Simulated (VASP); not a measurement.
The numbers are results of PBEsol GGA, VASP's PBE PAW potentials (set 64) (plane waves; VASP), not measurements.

A VASP calculation is set up with these files.

POSCAR:
```
CdS
5.717610
  0.0000000000   0.5000000282   0.5000000282
  0.5000000282   0.0000000000   0.5000000282
  0.5000000282   0.5000000282   0.0000000000
Cd S
1 1
Cart
  0.0000000000   0.0000000000   0.0000000000
  0.2500000141   0.2500000141   0.2500000141
```

KPOINTS:
```
Regular mesh
0
gamma
  8 8 8
0 0 0
```

### INCAR
```
# general
SYSTEM =CdS
PREC   =Accurate
ENCUT  =520
LREAL  =.False.
LASPH  =.True.

# electronic loop
EDIFF  =1E-7   # SCF stop (eV)
NELM   =100
ALGO   =Normal   # blocked Davidson
LMAXMIX=4

# smearing
ISMEAR =0   # Gaussian
SIGMA  =0.05   # width (eV)

# functional
GGA    =PS   # PBEsol

# ions
ISIF   =2   # forces and stress, cell fixed

# output
LWAVE  =.False.
LCHARG =.False.
```

POTCAR, in this order: Cd S (PBE.64 set). Program: vasp_std.

Task: What will the output report for the number of irreducible k-points (NKPTS), largest plane-wave count, number of space-group operations, FFT grid (NGX, NGY, NGZ)?

Result: 
```
Item                                           Value
--------------------------------------  ------------
number of irreducible k-points (NKPTS)            29
largest plane-wave count                        1283
number of space-group operations                  24
FFT grid (NGX, NGY, NGZ)                30 × 30 × 30
```

The compound is CdS in the zinc blende structure, a metastable form; wurtzite is the usual one. This cell is one point of a volume scan, at 0.94 of the reference volume.
